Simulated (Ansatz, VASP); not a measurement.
## Cross-check of Ga2S3 between VASP and Ansatz

Aim: how closely do two programs agree when they are given the same cell, functional and k mesh? The cell is taken from a series of runs on this material, whose earlier steps may have relaxed, scaled, displaced or heated it; both programs get it as it stands.

Calculated with Ansatz 0.2.0; plane waves, with VASP 6.6.1 beside it; LDA.

**1. The structure**

Symmetry: Imm2, No. 44, orthorhombic system. The conventional cell has a = 3.673 Å, b = 11.141 Å, c = 5.373 Å, α = 90.00°, β = 90.00°, γ = 90.00°. Nearest to Ga lie 4 S at 2.20 to 2.32 Å. Nearest to S lie 3 Ga at 2.31 to 2.32 Å. S has 2 Ga at 2.20 Å nearest. Farther neighbours and most contacts between anions are not listed.

Structure file:

```
Ga S
1.0
    -1.83634    5.57062    2.68642
     1.83634   -5.57062    2.68642
     1.83634    5.57062   -2.68642
Ga S
2 3
Direct
  0.16719 0.00735 0.15985
  0.84750 0.00735 0.84015
  0.90997 0.24350 0.66647
  0.57703 0.24350 0.33353
  0.24830 0.24830 0.00000
```

**2. VASP: G0W0 gap, LDA**

Quasiparticle shifts depend on high empty states and on the cores, so they are the hardest test of two PAW sets.

Lines of VASP's logs that name or quote its potential files are left out, and so is its time.

The run reads the wave functions of an earlier VASP run, which isn't shown here.

Input file INCAR:

```
SYSTEM = Ga2S3
PREC = Accurate
ENCUT = 430
ISMEAR = 0
SIGMA = 0.01
LREAL = .FALSE.
GGA = CA
NBANDS = 448
ALGO = EVGW0
NELMGW = 1
ENCUTGW = 140
NOMEGA = 64
PRECFOCK = Fast
NBANDSGW = 32
LWAVE = .FALSE.
LCHARG = .FALSE.
```

Input file POSCAR:

```
Ga2S3
1.0
   -1.8363377600      5.5706192800      2.6864177223
    1.8363377600     -5.5706192800      2.6864177223
    1.8363377600      5.5706192800     -2.6864177223
Ga S
2 3
Direct
    0.1671948930      0.0073464965      0.1598483965
    0.8474981000      0.0073464965      0.8401516035
    0.9099720127      0.2435010200      0.6664709927
    0.5770300273      0.2435010200      0.3335290073
    0.2483039770      0.2483039770      0.0000000000
```

Input file KPOINTS:

```
Automatic mesh
0
Gamma
6 6 6
0 0 0
```

PAW data sets: Ga_d_GW and S_GW (LDA family, release 64).

Launch:

```sh
$ mpirun -np 16 vasp_std
```

Numbers of over 12 decimals in the logs are rounded to 6 here.

What it wrote:

```text
[banner, memory and clock lines left out]
running   16 mpi-ranks, on    1 nodes
 distrk:  each k-point on   16 cores,    1 groups
 distr:  one band on    1 cores,   16 groups

 POSCAR found type information on POSCAR GaS
 POSCAR found :  2 types and       5 ions
|                                                                             |
|           W    W    AA    RRRRR   N    N  II  N    N   GGGG   !!!           |
|           W    W   A  A   R    R  NN   N  II  NN   N  G    G  !!!           |
|           W    W  A    A  R    R  N N  N  II  N N  N  G       !!!           |
|           W WW W  AAAAAA  RRRRR   N  N N  II  N  N N  G  GGG   !            |
|           WW  WW  A    A  R   R   N   NN  II  N   NN  G    G                |
|           W    W  A    A  R    R  N    N  II  N    N   GGGG   !!!           |
|                                                                             |
|     For optimal performance we recommend to set                             |
|       NCORE = 2 up to number-of-cores-per-socket                            |
|     NCORE specifies how many cores store one orbital (NPAR=cpu/NCORE).      |
|     This setting can greatly improve the performance of VASP for DFT.       |
|     The default, NCORE=1 might be grossly inefficient on modern             |
|     multi-core architectures or massively parallel machines. Do your        |
|     Unfortunately you need to use the default for GW and RPA                |
|     calculations (for HF NCORE is supported but not extensively tested      |
|     yet).                                                                   |
|                                                                             |

|                                                                             |
|           W    W    AA    RRRRR   N    N  II  N    N   GGGG   !!!           |
|           W    W   A  A   R    R  NN   N  II  NN   N  G    G  !!!           |
|           W    W  A    A  R    R  N N  N  II  N N  N  G       !!!           |
|           W WW W  AAAAAA  RRRRR   N  N N  II  N  N N  G  GGG   !            |
|           WW  WW  A    A  R   R   N   NN  II  N   NN  G    G                |
|           W    W  A    A  R    R  N    N  II  N    N   GGGG   !!!           |
|                                                                             |
|     The default for ENCUTGWSOFT is different in this version of VASP.       |
|     please manually set ENCUTGWSOFT =140 in the INCAR file.                 |
|                                                                             |

 LDA part: xc-table for (Slater(with rela. corr.)+CA(PZ))
 , standard interpolation
 found WAVECAR, reading the header
 POSCAR, INCAR and KPOINTS ok, starting setup
 FFT: planning ... GRIDC
 FFT: planning ... GRID_SOFT
 FFT: planning ... GRID
 reading WAVECAR
 the WAVECAR file was read successfully
 initial charge from wavefunction
 available memory per node:     17.71 GB, setting MAXMEM to     18136

 The Fermi energy was updated, please check that it is located mid-gap
 values below the HOMO (VB) or above the LUMO (CB) will cause erroneous energies
 E-fermi :   3.9797

 calculate exact exchange contribution
 the WAVEDER file was read successfully
energies w=
    0.000    0.000    0.455    0.000    0.908    0.000    1.360    0.000
    1.808    0.000    2.253    0.000    2.693    0.000    3.129    0.000
    3.558    0.000    3.982    0.000    4.400    0.000    4.813    0.000
    5.219    0.000    5.620    0.000    6.017    0.000    6.408    0.000
    6.796    0.000    7.179    0.000    7.561    0.000    7.940    0.000
    8.317    0.000    8.694    0.000    9.071    0.000    9.449    0.000
    9.830    0.000   10.213    0.000   10.600    0.000   10.993    0.000
   11.392    0.000   11.798    0.000   12.214    0.000   12.640    0.000
   13.079    0.000   13.532    0.000   14.001    0.000   14.489    0.000
   14.998    0.000   15.532    0.000   16.093    0.000   16.685    0.000
   17.314    0.000   17.984    0.000   18.701    0.000   19.473    0.000
   20.308    0.000   21.217    0.000   22.213    0.000   23.310    0.000
   24.528    0.000   25.891    0.000   27.428    0.000   29.177    0.000
   31.189    0.000   33.530    0.000   36.290    0.000   39.595    0.000
   43.625    0.000   48.644    0.000   55.068    0.000   63.571    0.000
   75.345    0.000   92.696    0.000  120.757    0.000  173.724    0.000
 responsefunction array rank=     432
 LDA part: xc-table for (Slater(with rela. corr.)+CA(PZ))
 , standard interpolation

 min. memory requirement per mpi rank    997.0 MB, per node  15951.4 MB

[...]
performed      13544000 updates of chi_q(r,r)
 total number of BLAS operations      18395.89 Gflops
NQ=   3    0.3333    0.0000    0.0000,
|.........|.........|.........|.........|.........|.........|.........|.........
 performed      21721000 updates of chi_q(r,r)
 total number of BLAS operations      29446.66 Gflops
NQ=   4    0.5000    0.0000    0.0000,
|.........|.........|.........|.........|.........|.........|.........|.........
 performed      28292000 updates of chi_q(r,r)
 total number of BLAS operations      38457.76 Gflops
NQ=   5    0.0000    0.1667    0.0000,
|.........|.........|.........|.........|.........|.........|.........|.........
 performed      35953000 updates of chi_q(r,r)
[...]
|.........|.........|.........|.........|.........|.........|.........|.........
 performed     158623000 updates of chi_q(r,r)
 total number of BLAS operations     217244.62 Gflops
NQ=  19    0.3333    0.5000    0.0000,
|.........|.........|.........|.........|.........|.........|.........|.........
 performed     168864000 updates of chi_q(r,r)
 total number of BLAS operations     230551.58 Gflops
NQ=  20    0.5000    0.5000    0.0000,
|.........|.........|.........|.........|.........|.........|.........|.........
 performed     175177000 updates of chi_q(r,r)
 total number of BLAS operations     238877.50 Gflops
NQ=  21    0.1667    0.1667    0.1667,
|.........|.........|.........|.........|.........|.........|.........|.........
 performed     185418000 updates of chi_q(r,r)
 total number of BLAS operations     252853.04 Gflops
NQ=  22    0.3333    0.1667    0.1667,
|.........|.........|.........|.........|.........|.........|.........|.........
 performed     194054000 updates of chi_q(r,r)
 total number of BLAS operations     264580.62 Gflops
NQ=  23   -0.1667    0.1667    0.1667,
|.........|.........|.........|.........|.........|.........|.........|.........
 performed     200568000 updates of chi_q(r,r)
 total number of BLAS operations     273556.29 Gflops
NQ=  24    0.1667    0.3333    0.1667,
|.........|.........|.........|.........|.........|.........|.........|.........
 performed     208802000 updates of chi_q(r,r)
 total number of BLAS operations     284522.70 Gflops
NQ=  25    0.3333    0.3333    0.1667,
|.........|.........|.........|.........|.........|.........|.........|.........
 performed     216549000 updates of chi_q(r,r)
 total number of BLAS operations     294739.09 Gflops
NQ=  26   -0.3333    0.3333    0.1667,
|.........|.........|.........|.........|.........|.........|.........|.........
 performed     224841000 updates of chi_q(r,r)
 total number of BLAS operations     305566.39 Gflops
NQ=  27   -0.1667    0.3333    0.1667,
|.........|.........|.........|.........|.........|.........|.........|.........
 performed     232502000 updates of chi_q(r,r)
 total number of BLAS operations     315422.05 Gflops
NQ=  28    0.5000    0.5000    0.1667,
|.........|.........|.........|.........|.........|.........|.........|.........
 performed     240794000 updates of chi_q(r,r)
 total number of BLAS operations     326791.99 Gflops
NQ=  29   -0.3333    0.5000    0.1667,
|.........|.........|.........|.........|.........|.........|.........|.........
 performed     251035000 updates of chi_q(r,r)
 total number of BLAS operations     340297.81 Gflops
NQ=  30   -0.1667    0.5000    0.1667,
|.........|.........|.........|.........|.........|.........|.........|.........
 performed     258696000 updates of chi_q(r,r)
 total number of BLAS operations     350600.82 Gflops
NQ=  31    0.3333   -0.3333    0.1667,
|.........|.........|.........|.........|.........|.........|.........|.........
 performed     266988000 updates of chi_q(r,r)
 total number of BLAS operations     362080.89 Gflops
NQ=  32    0.5000   -0.3333    0.1667,
|.........|.........|.........|.........|.........|.........|.........|.........
 performed     277229000 updates of chi_q(r,r)
 total number of BLAS operations     376192.12 Gflops
NQ=  33   -0.3333   -0.3333    0.1667,
|.........|.........|.........|.........|.........|.........|.........|.........
 performed     287470000 updates of chi_q(r,r)
 total number of BLAS operations     390714.33 Gflops
NQ=  34   -0.1667   -0.3333    0.1667,
|.........|.........|.........|.........|.........|.........|.........|.........
 performed     295131000 updates of chi_q(r,r)
 total number of BLAS operations     401118.11 Gflops
NQ=  35    0.1667   -0.1667    0.1667,
|.........|.........|.........|.........|.........|.........|.........|.........
 performed     301760000 updates of chi_q(r,r)
 total number of BLAS operations     410076.58 Gflops
NQ=  36    0.3333   -0.1667    0.1667,
|.........|.........|.........|.........|.........|.........|.........|.........
 performed     309937000 updates of chi_q(r,r)
 total number of BLAS operations     421616.63 Gflops
NQ=  37    0.5000   -0.1667    0.1667,
|.........|.........|.........|.........|.........|.........|.........|.........
 performed     318114000 updates of chi_q(r,r)
 total number of BLAS operations     433433.08 Gflops
NQ=  38   -0.3333   -0.1667    0.1667,
|.........|.........|.........|.........|.........|.........|.........|.........
 performed     326291000 updates of chi_q(r,r)
 total number of BLAS operations     444973.12 Gflops
NQ=  39   -0.1667   -0.1667    0.1667,
|.........|.........|.........|.........|.........|.........|.........|.........
 performed     332490000 updates of chi_q(r,r)
 total number of BLAS operations     453432.12 Gflops
NQ=  40   -0.3333    0.3333    0.3333,
|.........|.........|.........|.........|.........|.........|.........|.........
 performed     339004000 updates of chi_q(r,r)
 total number of BLAS operations     461687.50 Gflops
NQ=  41    0.5000    0.5000    0.3333,
|.........|.........|.........|.........|.........|.........|.........|.........
 performed     347296000 updates of chi_q(r,r)
 total number of BLAS operations     473445.19 Gflops
NQ=  42   -0.3333    0.5000    0.3333,
|.........|.........|.........|.........|.........|.........|.........|.........
 performed     354957000 updates of chi_q(r,r)
 total number of BLAS operations     484154.20 Gflops
NQ=  43    0.3333   -0.3333    0.3333,
|.........|.........|.........|.........|.........|.........|.........|.........
 performed     361586000 updates of chi_q(r,r)
 total number of BLAS operations     493200.06 Gflops
NQ=  44    0.5000   -0.3333    0.3333,
|.........|.........|.........|.........|.........|.........|.........|.........
 performed     369763000 updates of chi_q(r,r)
 total number of BLAS operations     504795.13 Gflops
NQ=  45   -0.3333   -0.3333    0.3333,
|.........|.........|.........|.........|.........|.........|.........|.........
 performed     375962000 updates of chi_q(r,r)
 total number of BLAS operations     513585.01 Gflops
NQ=  46    0.5000    0.5000    0.5000,
|.........|.........|.........|.........|.........|.........|.........|.........
 performed     381329000 updates of chi_q(r,r)
 total number of BLAS operations     521159.79 Gflops
 resolving degeneracies of screened two electron integrals

 calculate QP shifts <psi_nk| G(iteration)W_0 |psi_nk>: iteration 1
 entering main loop
```

From OUTCAR (step 2):

```text
ion  position               nearest neighbor table
   1  0.167  0.007  0.160-   5 2.20   4 2.31   3 2.32   3 2.32
   2  0.847  0.007  0.840-   5 2.20   3 2.31   4 2.32   4 2.32
   3  0.910  0.244  0.666-   2 2.31   1 2.32   1 2.32
   4  0.577  0.244  0.334-   1 2.31   2 2.32   2 2.32
   5  0.248  0.248  0.000-   2 2.20   1 2.20

  LATTYP: Found a body centered orthorhombic cell.
 ALAT       =     3.6726755200
 B/A-ratio  =     1.4629213540
 C/A-ratio  =     3.0335482945

 Subroutine GETGRP returns: Found  4 space group operations
 (whereof  4 operations were pure point group operations)

The static configuration has the point symmetry C_2v.

 Found     46 irreducible k-points:

   k-points           NKPTS =     46   k-points in BZ     NKDIM =    216   number of bands    NBANDS=    448

   dimension x,y,z NGX =    48 NGY =   48 NGZ =   48
   dimension x,y,z NGXF=    96 NGYF=   96 NGZF=   96

   ENCUT  =  430.0 eV  31.60 Ry    5.62 a.u.  10.91 10.91 10.91*2*pi/ulx,y,z

   NELECT =      44.0000    total number of electrons

  energy-cutoff  :      430.00
  volume of cell :      109.92
      direct lattice vectors                 reciprocal lattice vectors
    -1.836337760  5.570619280  2.686417722     0.000000000  0.089756628  0.186121464
     1.836337760 -5.570619280  2.686417722     0.272281064  0.000000000  0.186121464
     1.836337760  5.570619280 -2.686417722     0.272281064  0.089756628  0.000000000

 k-points in reciprocal lattice and weights: Automatic mesh
   0.00000000  0.00000000  0.00000000       0.005
   0.16666667  0.00000000 -0.00000000       0.019
   0.33333333  0.00000000  0.00000000       0.019
   0.50000000  0.00000000  0.00000000       0.009
   0.00000000  0.16666667  0.00000000       0.019
   0.16666667  0.16666667  0.00000000       0.037
   0.33333333  0.16666667  0.00000000       0.037
   0.50000000  0.16666667  0.00000000       0.037
  -0.33333333  0.16666667  0.00000000       0.037
[...]
-0.33333333 -0.33333333  0.33333333       0.009
   0.50000000  0.50000000  0.50000000       0.005

 E-fermi :   3.9797

 QP shifts <psi_nk| G(iteration)W_0 |psi_nk>: iteration 1
 for sc-GW calculations column KS-energies equals QP-energies in previous step
 and V_xc(KS)=  KS-energies - (<T + V_ion + V_H > + <T+V_H+V_ion>^1  + <V_x>^1)
 k-point   1 :       0.0000    0.0000    0.0000
  band No.  KS-energies  QP-energies   sigma(KS)   V_xc(KS)     V^pw_x(r,r')   Z            occupation Imag(sigma)
    ...
     19       1.1109       0.4362     -14.3909     -13.4884     -16.2474       0.7476       2.0000       0.0566
     20       2.2329       1.5533     -14.6986     -13.7945     -16.3887       0.7516       2.0000       0.0502
     21       2.3062       1.6370     -14.6272     -13.7355     -16.2383       0.7504       2.0000       0.0497
     22       3.2093       2.4771     -14.3015     -13.3122     -16.1933       0.7400       2.0000       0.0561
     23       4.6135       5.3053     -10.9495     -11.8345      -7.3887       0.7816       0.0000      -0.0343
     24       5.7494       6.4329     -10.1475     -11.0206      -6.1348       0.7829       0.0000      -0.0486
     25       7.3144       7.9705      -9.7446     -10.5867      -5.5360       0.7791       0.0000      -0.0556
     26       8.3335       9.0780     -10.4947     -11.4699      -5.9851       0.7634       0.0000      -0.0673
    ...

 k-point   2 :       0.1667    0.0000   -0.0000
  band No.  KS-energies  QP-energies   sigma(KS)   V_xc(KS)     V^pw_x(r,r')   Z            occupation Imag(sigma)
    ...
     19       1.0725       0.4012     -14.4008     -13.5042     -16.2351       0.7487       2.0000       0.0555
     20       1.5893       0.9314     -14.0020     -13.1197     -15.7389       0.7457       2.0000       0.0537
     21       2.1258       1.4503     -14.5416     -13.6407     -16.2320       0.7497       2.0000       0.0507
     22       3.1641       2.4269     -14.2243     -13.2262     -16.1491       0.7386       2.0000       0.0568
     23       5.1333       5.8166     -11.4893     -12.3725      -7.8903       0.7738       0.0000      -0.0348
     24       5.7510       6.4492     -10.3153     -11.2099      -6.3061       0.7805       0.0000      -0.0478
     25       7.2637       7.9371      -9.9788     -10.8455      -5.7631       0.7770       0.0000      -0.0551
     26       8.2098       8.9337     -10.6341     -11.5885      -6.1247       0.7585       0.0000      -0.0719
    ...

 k-point   3 :       0.3333    0.0000    0.0000
  band No.  KS-energies  QP-energies   sigma(KS)   V_xc(KS)     V^pw_x(r,r')   Z            occupation Imag(sigma)
    ...
     19       0.9273       0.2581     -14.3623     -13.4694     -16.1873       0.7494       2.0000       0.0545
     20       1.0519       0.3483     -13.8435     -12.8909     -15.8816       0.7386       2.0000       0.0615
     21       1.7812       1.1034     -14.1752     -13.2664     -15.9577       0.7459       2.0000       0.0531
     22       3.1147       2.3701     -14.1541     -13.1416     -16.1311       0.7355       2.0000       0.0578
     23       5.4533       6.1953     -11.1913     -12.1495      -7.3737       0.7745       0.0000      -0.0401
     24       5.7286       6.4602     -11.0836     -12.0297      -7.1658       0.7732       0.0000      -0.0434
     25       7.0920       7.7662     -10.2132     -11.0832      -6.0174       0.7751       0.0000      -0.0546
     26       7.8825       8.5309     -10.0875     -10.9288      -5.7886       0.7707       0.0000      -0.0633
    ...

 k-point   4 :       0.5000    0.0000    0.0000
  band No.  KS-energies  QP-energies   sigma(KS)   V_xc(KS)     V^pw_x(r,r')   Z            occupation Imag(sigma)
    ...
     19       0.7484       0.0776     -14.2916     -13.3954     -16.1369       0.7484       2.0000       0.0546
     20       1.2480       0.5378     -13.7276     -12.7640     -15.7764       0.7370       2.0000       0.0608
     21       1.7320       1.0489     -14.2002     -13.2804     -16.0302       0.7426       2.0000       0.0547
     22       3.1100       2.3623     -14.1592     -13.1416     -16.1538       0.7348       2.0000       0.0581
     23       5.1358       5.8889     -10.7768     -11.7410      -7.0090       0.7810       0.0000      -0.0397
     24       5.8322       6.5823     -11.3004     -12.2741      -7.3643       0.7704       0.0000      -0.0434
     25       7.0499       7.7310     -10.3263     -11.2066      -6.1171       0.7737       0.0000      -0.0547
     26       7.8623       8.4916      -9.8729     -10.6860      -5.5784       0.7740       0.0000      -0.0631
    ...

[... 4 further parts left out ...]
```

(Part 1 of 2 ends here.)

[Lines on the potential files, build, host, timing and source positions are cut from VASP's logs without a mark.]

[Logs are printed without paths, hosts, clocks, repeated set-up lines and the standing remarks that a program may print on its own settings, such as how far it seeks lower states.]

[Hosts, paths, dates, database ids (printed as entryN), source tags and the programs' standing remarks are cut or masked in the printed files.]
